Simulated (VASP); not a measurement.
# Zr2ZnN2 (P6_3/mmc) in VASP: single point with r2SCAN

Aim: the single point of Zr2ZnN2 with r2SCAN.

All numbers are computed with VASP 6.6.1; they aren't measurements. Logs are shortened: lines on timing, memory, paths and dates and some standing lists are left out, and cuts for length are marked.

### Step 1. Starting point

The structure is hexagonal, space group P6_3/mmc (No. 194). Conventional cell: a = 3.603 Å, b = 3.603 Å, c = 14.562 Å, α = 90.00°, β = 90.00°, γ = 120.00°. Zr (site symmetry 3m) is surrounded by 4 N at 2.12 to 2.22 Å. Zn (site symmetry -6m2) has 6 Zr at 3.13 Å and 6 N at 3.43 Å as nearest neighbours. N (site symmetry 3m) has 4 Zr at 2.12 to 2.22 Å as nearest neighbours.

The cell was built by a generator and needn't be a form met in nature.

### Step 2. Single point, r2SCAN

INCAR

```
SYSTEM = Zr2ZnN2
  PREC = Accurate
  ENCUT = 520
  EDIFF = 1E-6
  ISMEAR = 0
  SIGMA = 0.1
  LREAL = .FALSE.
  LASPH = .TRUE.
  NELM = 150
  ALGO = Normal
  ISIF = 2
  LWAVE = .FALSE.
  LCHARG = .FALSE.
  METAGGA = R2SCAN
  LMIXTAU = .TRUE.
  NBANDS = 57
  KPAR = 4
```

KPOINTS

```
Automatic mesh
0
G
  10 10 2
  0 0 0
```

POSCAR

```
Zr2ZnN2
1.0
    3.6029080000      0.0000000000      0.0000000000
   -1.8014540000      3.1202100000      0.0000000000
    0.0000000000      0.0000000000     14.5619700000
Zr Zn N
4 2 4
Direct
    0.3333330000      0.6666670000      0.9104170000
    0.6666670000      0.3333330000      0.0895830000
    0.6666670000      0.3333330000      0.4104170000
    0.3333330000      0.6666670000      0.5895830000
    0.0000000000      0.0000000000      0.7500000000
    0.0000000000      0.0000000000      0.2500000000
    0.6666670000      0.3333330000      0.9370650000
    0.3333330000      0.6666670000      0.0629350000
    0.3333330000      0.6666670000      0.4370650000
    0.6666670000      0.3333330000      0.5629350000
```

Potentials or basis: VASP PAW PBE potentials, release 64 (Zr_sv, Zn, N).

Started as:

```bash
$ cat potpaw_PBE.64/Zr_sv/POTCAR potpaw_PBE.64/Zn/POTCAR potpaw_PBE.64/N/POTCAR > POTCAR
$ mpirun -np 4 vasp_std > vasp.out
```

OUTCAR:

```text
SYSTEM = Zr2ZnN2
   PREC = Accurate
   ENCUT = 520
   EDIFF = 1E-6
   ISMEAR = 0
   LREAL = .FALSE.
   LASPH = .TRUE.
   NELM = 150
   ISIF = 2
   METAGGA = R2SCAN

 ion  position               nearest neighbor table
   1  0.333  0.667  0.910-   7 2.12   7 2.12   7 2.12   8 2.22   5 3.13   5 3.13   5 3.13   2 3.34
                             2 3.34   2 3.34
   2  0.667  0.333  0.090-   8 2.12   8 2.12   8 2.12   7 2.22   6 3.13   6 3.13   6 3.13   1 3.34
                             1 3.34   1 3.34
   3  0.667  0.333  0.410-   9 2.12   9 2.12   9 2.12  10 2.22   6 3.13   6 3.13   6 3.13   4 3.34
                             4 3.34   4 3.34
   4  0.333  0.667  0.590-  10 2.12  10 2.12  10 2.12   9 2.22   5 3.13   5 3.13   5 3.13   3 3.34
                             3 3.34   3 3.34
   5  0.000  0.000  0.750-   1 3.13   4 3.13   1 3.13   4 3.13   1 3.13   4 3.13
   6  0.000  0.000  0.250-   2 3.13   3 3.13   2 3.13   3 3.13   2 3.13   3 3.13
   7  0.667  0.333  0.937-   1 2.12   1 2.12   1 2.12   2 2.22
   8  0.333  0.667  0.063-   2 2.12   2 2.12   2 2.12   1 2.22
   9  0.333  0.667  0.437-   3 2.12   3 2.12   3 2.12   4 2.22
  10  0.667  0.333  0.563-   4 2.12   4 2.12   4 2.12   3 2.22

  LATTYP: Found a hexagonal cell.
 ALAT       =     3.6029080000
 C/A-ratio  =     4.0417268495

  Lattice vectors:

 A1 = (   3.6029080000,   0.0000000000,   0.0000000000)
 A2 = (  -1.8014540000,   3.1202100000,   0.0000000000)
 A3 = (   0.0000000000,   0.0000000000,  14.5619700000)

Analysis of symmetry for initial positions (statically):
=====================================================================
 Subroutine PRICEL returns:
 Original cell was already a primitive cell.

 Routine SETGRP: Setting up the symmetry group for a
 hexagonal supercell.

 Subroutine GETGRP returns: Found 24 space group operations
 (whereof 12 operations were pure point group operations)
 out of a pool of 24 trial point group operations.

The static configuration has the point symmetry D_3d.
 The point group associated with its full space group is D_6h.

Analysis of symmetry for dynamics (positions and initial velocities):
=====================================================================
 Subroutine PRICEL returns:
 Original cell was already a primitive cell.

 Routine SETGRP: Setting up the symmetry group for a
 hexagonal supercell.

 Subroutine GETGRP returns: Found 24 space group operations
 (whereof 12 operations were pure point group operations)
 out of a pool of 24 trial point group operations.

The dynamic configuration has the point symmetry D_3d.
 The point group associated with its full space group is D_6h.
[... 121 lines left out ...]
   ISIF   =      2    stress and relaxation
   ISYM   =      2    0-nonsym 1-usesym 2-fastsym
   POTIM  = 0.5000    time-step for ionic-motion
   TEBEG  =    0.0;   TEEND  =   0.0 temperature during run
   PSTRESS=    0.0 pullay stress
   NELECT =      92.0000    total number of electrons
   NUPDOWN=      -1.0000    fix difference up-down
   EMIN   =  10.00;   EMAX   =-10.00  energy-range for DOS
   EFERMI =   0.00;   METHOD = LEGACY
   ISMEAR =     0;   SIGMA  =   0.10  broadening in eV -4-tet -1-fermi 0-gaus
   EFERMI_NEDOS =   21; number of points for ismear=-14 and -15
   IALGO  =     38    algorithm
   IMIX   =      4    mixing-type and parameters
     AMIX     =   0.40;   BMIX     =  1.00
     AMIX_MAG =   1.60;   BMIX_MAG =  1.00
  volume/ion in A,a.u.               =      16.37       110.47
  Fermi-wavevector in a.u.,A,eV,Ry     =   1.350989  2.552999 24.832953  1.825171
  Thomas-Fermi vector in A             =   2.478448
   LORBIT       =      0    0 simple, 1 ext, 2 COOP (PROOUT), +10 PAW based schemes
   METAGGA = R2SCAN    functional components
   LHFCALC =     F    Hartree Fock is set to
   AEXX    =    0.0000 exact exchange contribution
   IVDW    =     0    specifies the selected vdW correction
   LEPSILON=     F    determine dielectric tensor
   LRPA    =     F    only Hartree local field effects (RPA)
 non-spin polarized calculation
 Gauss-broadening in eV      SIGMA  =   0.10
  energy-cutoff  :      520.00
  volume of cell :      163.70
 maximum number of plane-waves:      4458
 NGX is ok and might be reduce to    28
   NGX = 13   NGY = 13   NGZ = 55

 number of electron      92.0000045 magnetization

 Free energy of the ion-electron system (eV)
  ---------------------------------------------------
  ext. energy  EPLUGINS =         0.00000000
  ---------------------------------------------------
  free energy    TOTEN  =      -157.30489071 eV

  energy without entropy =     -157.28249366  energy(sigma->0) =     -157.29369218

 E-fermi :   6.7200     XC(G=0): -11.4995

 val. band max:        6.7164291816   @ k =   0.4000   0.1000   0.0000
 cond. band min:       6.7308439487   @ k =   0.3000   0.1000   0.5000
 fundamental gap:      0.0144147671
 Fermi energy:         6.7199510446

 k-point     1 :       0.0000    0.0000    0.0000
  band No.  band energies     occupation
      1     -44.5370      2.00000
      2     -44.5368      2.00000
      3     -44.4785      2.00000
      4     -44.4783      2.00000
      5     -22.2184      2.00000
      6     -22.2125      2.00000
[... 1429 lines left out ...]
     56       9.4551      0.00000
     57      10.6305      0.00000

 [... further k-points ...]
[... 5 lines left out ...]
  --------------------------------------------------------------------------------------
  -------------------------------------------------------------------------------------
  Total       -1.4415050     -1.4415051     -1.0607992      0.0000000     -0.0000000     -0.0000000
  in kB      -14.1081351    -14.1081364    -10.3821343      0.0000000     -0.0000000     -0.0000000
  external PRESSURE =     -12.8661353 kB  Pullay stress =       0.0000000 kB

 VOLUME and BASIS-vectors are now :
 -----------------------------------------------------------------------------
  energy-cutoff  :      520.00
  volume of cell :      163.70
      direct lattice vectors                 reciprocal lattice vectors
     3.602908000  0.000000000  0.000000000     0.277553576  0.160245624  0.000000000
    -1.801454000  3.120210000  0.000000000     0.000000000  0.320491249  0.000000000
     0.000000000  0.000000000 14.561970000     0.000000000  0.000000000  0.068672027

 POSITION                                       TOTAL-FORCE (eV/Angst)
 -----------------------------------------------------------------------------------
     -0.00000      2.08014     13.25747        -0.000000      0.000000     -0.018166
      1.80146      1.04007      1.30450        -0.000000     -0.000000      0.018166
      1.80146      1.04007      5.97648         0.000000     -0.000000     -0.018166
     -0.00000      2.08014      8.58549         0.000000      0.000000      0.018166
      0.00000      0.00000     10.92148         0.000000     -0.000000     -0.000000
      0.00000      0.00000      3.64049         0.000000     -0.000000     -0.000000
      1.80146      1.04007     13.64551        -0.000000      0.000000      0.036032
     -0.00000      2.08014      0.91646         0.000000     -0.000000     -0.036032
     -0.00000      2.08014      6.36453         0.000000     -0.000000      0.036032
      1.80146      1.04007      8.19744        -0.000000     -0.000000     -0.036032
 -----------------------------------------------------------------------------------
    total drift:                                0.000000     -0.000000      0.000000

  FREE ENERGIE OF THE ION-ELECTRON SYSTEM (eV)
  ---------------------------------------------------
  free  energy   TOTEN  =      -157.3048907090 eV

  energy  without entropy=     -157.2824936576  energy(sigma->0) =     -157.29369218
```

OSZICAR:

```text
N       E                     dE             d eps       ncg     rms          rms(c)
DAV:   1     0.111381777688E+04    0.11138E+04   -0.45297E+04  3192   0.187E+03
DAV:   2    -0.172782213401E+02   -0.11311E+04   -0.10860E+04  3328   0.543E+02
DAV:   3    -0.191303771026E+03   -0.17403E+03   -0.16842E+03  4243   0.197E+02
[... 19 lines left out ...]
DAV:  23    -0.157303554973E+03    0.38505E-03   -0.16436E-04  3366   0.719E-02    0.381E-02
DAV:  24    -0.157304657990E+03   -0.11030E-02   -0.46150E-04  3359   0.116E-01    0.173E-02
DAV:  25    -0.157304842690E+03   -0.18470E-03   -0.21539E-04  3752   0.656E-02    0.159E-02
DAV:  26    -0.157304890570E+03   -0.47880E-04   -0.50090E-05  3652   0.363E-02    0.674E-03
DAV:  27    -0.157304890709E+03   -0.13931E-06   -0.85679E-06  3072   0.157E-02
   1 F= -.15730489E+03 E0= -.15729369E+03  d E =-.223971E-01
```

Run time: 14 min. Hardware: 4 MPI ranks of Intel Xeon Platinum 8375C at 2.90GHz (Ice Lake), shared host; peak memory 0.45 GiB.

What came out:

```yaml
Free_energy: -157.3049 eV
Pressure: -1.3 GPa
Largest_force: 0.036 eV/Å
Band_gap_on_the_k_mesh: none (metal or under the smearing width)
```

Forces on the atoms (eV/Å):
```
Zr   0.000  0.000 -0.018
Zr   0.000  0.000  0.018
Zr   0.000  0.000 -0.018
Zr   0.000  0.000  0.018
Zn   0.000  0.000  0.000
Zn   0.000  0.000  0.000
N    0.000  0.000  0.036
N    0.000  0.000 -0.036
N    0.000  0.000  0.036
N    0.000  0.000 -0.036
```

Stress tensor (GPa, compression positive):
```
-1.41  0.00  0.00
 0.00 -1.41  0.00
 0.00  0.00 -1.04
```

Caveat: the PAW data sets were made with another functional, which shifts forces and pressure a little.
